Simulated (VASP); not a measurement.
Calculation: PBE GGA + U (Dudarev), VASP's PBE PAW potentials (set 64) (plane waves; VASP).

A VASP calculation is set up with these files.

KPOINTS:
```
Automatic mesh
0
Gamma
4 4 6
0 0 0
```

### POSCAR
```
MnF2
1
    4.9421826966     0.0000000000     0.0000000000
    0.0000000000     4.9421826966     0.0000000000
    0.0000000000     0.0000000000     3.3645893401
Mn F
2 4
Direct
  0.0000000000   0.0000000000   0.0000000000
  0.5000000000   0.5000000000   0.5000000000
  0.3046299697   0.3046299697   0.0000000000
  0.8046299697   0.1953700303   0.5000000000
  0.1953700303   0.8046299697   0.5000000000
  0.6953700303   0.6953700303   0.0000000000
```

INCAR:
```
! general
SYSTEM   =MnF2
PREC     =Accurate
ENCUT    =520
LREAL    =.FALSE.
LASPH    =.TRUE.

! electronic loop
EDIFF    =1E-6
NELM     =100
ALGO     =Normal
LMAXMIX  =4

! smearing
ISMEAR   =0
SIGMA    =0.05

! functional
GGA      =PE

! spin
ISPIN    =2
MAGMOM   =5.0 -5.0 4*0.0

! DFT+U
LDAU     =.TRUE.
LDAUTYPE =2
LDAUL    =2 -1
LDAUU    =3.9 0
LDAUJ    =0 0
LDAUPRINT=1

! ions
IBRION   =2
NSW      =60
ISIF     =3
EDIFFG   =-0.02

! output
LWAVE    =.FALSE.
LCHARG   =.FALSE.
LORBIT   =10
```

POTCAR, in this order: Mn_pv F (PBE.64 set). Program: vasp_std.

What VASP printed:

**OSZICAR**
```
       N       E                     dE             d eps       ncg     rms          rms(c)
DAV:   1     0.712424675831E+03    0.71242E+03   -0.31428E+04  3136   0.189E+03
DAV:   2     0.339409231435E+02   -0.67848E+03   -0.65771E+03  3504   0.541E+02
DAV:   3    -0.374258212773E+02   -0.71367E+02   -0.70662E+02  3528   0.185E+02
DAV:   4    -0.391268770685E+02   -0.17011E+01   -0.16981E+01  3688   0.304E+01
DAV:   5    -0.391560086255E+02   -0.29132E-01   -0.29128E-01  3288   0.433E+00    0.197E+01
DAV:   6    -0.369028608914E+02    0.22531E+01   -0.25526E+01  3392   0.379E+01    0.141E+01
DAV:   7    -0.376226597922E+02   -0.71980E+00   -0.21486E+00  3720   0.138E+01    0.970E+00
DAV:   8    -0.359082840846E+02    0.17144E+01   -0.13731E+00  3752   0.110E+01    0.387E+00
DAV:   9    -0.379358986387E+02   -0.20276E+01   -0.37156E-01  3840   0.725E+00    0.956E-01
DAV:  10    -0.379349541785E+02    0.94446E-03   -0.78978E-02  3288   0.271E+00    0.420E-01
DAV:  11    -0.379365978165E+02   -0.16436E-02   -0.58516E-03  3752   0.680E-01    0.118E-01
DAV:  12    -0.379368513903E+02   -0.25357E-03   -0.34286E-04  3360   0.239E-01    0.539E-02
DAV:  13    -0.379368714039E+02   -0.20014E-04   -0.86606E-05  3624   0.856E-02    0.456E-02
DAV:  14    -0.379368839954E+02   -0.12592E-04   -0.43743E-05  3488   0.551E-02    0.960E-03
DAV:  15    -0.379368852704E+02   -0.12750E-05   -0.62839E-06  3008   0.236E-02    0.842E-03
DAV:  16    -0.379368852318E+02    0.38614E-07   -0.11633E-06  2096   0.702E-03
   1 F= -.37936885E+02 E0= -.37936885E+02  d E =-.379369E+02  mag=    -0.0000
       N       E                     dE             d eps       ncg     rms          rms(c)
DAV:   1    -0.379414182710E+02   -0.45330E-02   -0.20494E-01  3344   0.377E+00    0.540E-01
DAV:   2    -0.379383360893E+02    0.30822E-02   -0.92959E-03  3400   0.858E-01    0.332E-01
DAV:   3    -0.379379462748E+02    0.38981E-03   -0.93533E-04  3728   0.291E-01    0.156E-01
DAV:   4    -0.379377236098E+02    0.22266E-03   -0.19410E-04  3888   0.121E-01    0.753E-02
DAV:   5    -0.379376840721E+02    0.39538E-04   -0.94476E-05  3872   0.827E-02    0.285E-02
DAV:   6    -0.379376853024E+02   -0.12304E-05   -0.10667E-05  3304   0.261E-02    0.146E-02
DAV:   7    -0.379376854627E+02   -0.16026E-06   -0.57241E-07  2104   0.716E-03
   2 F= -.37937685E+02 E0= -.37937685E+02  d E =-.800231E-03  mag=     0.0000
       N       E                     dE             d eps       ncg     rms          rms(c)
DAV:   1    -0.379418636467E+02   -0.41783E-02   -0.20757E-01  3328   0.379E+00    0.543E-01
DAV:   2    -0.379387441921E+02    0.31195E-02   -0.94005E-03  3392   0.862E-01    0.333E-01
DAV:   3    -0.379383498169E+02    0.39438E-03   -0.94513E-04  3736   0.292E-01    0.156E-01
DAV:   4    -0.379381245531E+02    0.22526E-03   -0.19664E-04  3912   0.122E-01    0.755E-02
DAV:   5    -0.379380846755E+02    0.39878E-04   -0.95787E-05  3864   0.832E-02    0.287E-02
DAV:   6    -0.379380859150E+02   -0.12395E-05   -0.10787E-05  3248   0.261E-02    0.147E-02
DAV:   7    -0.379380860903E+02   -0.17531E-06   -0.58197E-07  2112   0.721E-03
   3 F= -.37938086E+02 E0= -.37938086E+02  d E =-.120086E-02  mag=     0.0000
       N       E                     dE             d eps       ncg     rms          rms(c)
DAV:   1    -0.379527763226E+02   -0.14690E-01   -0.82857E-01  3328   0.757E+00    0.109E+00
DAV:   2    -0.379403625610E+02    0.12414E-01   -0.37353E-02  3392   0.173E+00    0.671E-01
DAV:   3    -0.379388026586E+02    0.15599E-02   -0.37151E-03  3736   0.577E-01    0.312E-01
DAV:   4    -0.379378953084E+02    0.90735E-03   -0.78927E-04  3920   0.244E-01    0.151E-01
DAV:   5    -0.379377384110E+02    0.15690E-03   -0.38791E-04  3832   0.167E-01    0.569E-02
DAV:   6    -0.379377427174E+02   -0.43063E-05   -0.43655E-05  3416   0.523E-02    0.293E-02
DAV:   7    -0.379377437544E+02   -0.10370E-05   -0.24526E-06  3208   0.141E-02    0.141E-02
DAV:   8    -0.379377442717E+02   -0.51737E-06   -0.49584E-07  2064   0.739E-03
   4 F= -.37937744E+02 E0= -.37937744E+02  d E =-.859040E-03  mag=     0.0000
       N       E                     dE             d eps       ncg     rms          rms(c)
DAV:   1    -0.379461025184E+02   -0.83588E-02   -0.43861E-01  3328   0.549E+00    0.787E-01
DAV:   2    -0.379395291546E+02    0.65734E-02   -0.19953E-02  3392   0.124E+00    0.478E-01
DAV:   3    -0.379386843673E+02    0.84479E-03   -0.20038E-03  3720   0.428E-01    0.226E-01
DAV:   4    -0.379382163029E+02    0.46806E-03   -0.41618E-04  3832   0.176E-01    0.108E-01
DAV:   5    -0.379381402641E+02    0.76039E-04   -0.19596E-04  3848   0.120E-01    0.420E-02
DAV:   6    -0.379381418339E+02   -0.15698E-05   -0.21822E-05  3472   0.374E-02    0.215E-02
DAV:   7    -0.379381427309E+02   -0.89700E-06   -0.11658E-06  2256   0.100E-02
   5 F= -.37938143E+02 E0= -.37938143E+02  d E =-.125750E-02  mag=     0.0000
```

### OUTCAR
```
------------------------ aborting loop because EDIFF is reached ----------------------------------------
  FORCE on cell =-STRESS in cart. coord.  units (eV):
  Direction    XX          YY          ZZ          XY          YZ          ZX
  --------------------------------------------------------------------------------------
  Total       -0.0443640     -0.0443640     -0.1149187      0.0000000      0.0000000      0.0000000
  in kB       -0.8612142     -0.8612142     -2.2308525      0.0000000      0.0000000      0.0000000
  external PRESSURE =      -1.3177603 kB  Pullay stress =       0.0000000 kB
  volume of cell :       82.53
      direct lattice vectors                 reciprocal lattice vectors
     4.962210549 -0.000000000  0.000000000     0.201523089  0.000000000  0.000000000
    -0.000000000  4.962210549  0.000000000     0.000000000  0.201523089  0.000000000
     0.000000000  0.000000000  3.351815053     0.000000000  0.000000000  0.298345817
 POSITION                                       TOTAL-FORCE (eV/Angst)
 -----------------------------------------------------------------------------------
     -0.00000      0.00000      0.00000        -0.000000     -0.000000     -0.000000
      2.48111      2.48111      1.67591         0.000000     -0.000000     -0.000000
      1.51341      1.51341      0.00000        -0.005212     -0.005212     -0.000000
      3.99451      0.96770      1.67591        -0.005212      0.005212      0.000000
      0.96770      3.99451      1.67591         0.005212     -0.005212     -0.000000
      3.44880      3.44880      0.00000         0.005212      0.005212      0.000000
 -----------------------------------------------------------------------------------
    total drift:                                0.000000     -0.000000      0.000000
  FREE ENERGIE OF THE ION-ELECTRON SYSTEM (eV)
  ---------------------------------------------------
  free  energy   TOTEN  =       -37.9381427309 eV

  energy  without entropy=      -37.9381427309  energy(sigma->0) =      -37.93814273

 total charge

# of ion       s       p       d       tot
------------------------------------------
    1        0.155   6.132   4.934  11.220
    2        0.155   6.132   4.934  11.220
    3        1.733   4.367   0.000   6.101
    4        1.733   4.367   0.000   6.101
    5        1.733   4.367   0.000   6.101
    6        1.733   4.367   0.000   6.101
--------------------------------------------------
tot          7.242  29.733   9.868  46.843

 magnetization (x)

# of ion       s       p       d       tot
------------------------------------------
    1        0.019   0.017   4.641   4.676
    2       -0.019  -0.017  -4.641  -4.676
    3       -0.002  -0.015   0.000  -0.017
    4        0.002   0.015   0.000   0.017
    5        0.002   0.015   0.000   0.017
    6       -0.002  -0.015   0.000  -0.017
--------------------------------------------------
tot          0.000   0.000   0.000   0.000

 reached required accuracy - stopping structural energy minimisation
```
(Selected blocks of OUTCAR.)

CONTCAR:
```
MnF2
   1.00000000000000
     4.9622105489589661   -0.0000000000000000    0.0000000000000000
    -0.0000000000000000    4.9622105489589661    0.0000000000000000
     0.0000000000000000    0.0000000000000000    3.3518150533153590
  Mn              F
     2     4
Direct
     0.0000000000000000    0.0000000000000000    0.0000000000000000
     0.5000000000000000    0.5000000000000000    0.5000000000000000
     0.3049864192172862    0.3049864192172862    0.0000000000000000
     0.8049864192172863    0.1950135807827137    0.5000000000000000
     0.1950135807827137    0.8049864192172863    0.5000000000000000
     0.6950135807827137    0.6950135807827137    0.0000000000000000
```

The compound is MnF2 in the rutile structure. This run relaxes it. Symmetry was kept, so distortions that lower it aren't found. The start is the result of an earlier pass.
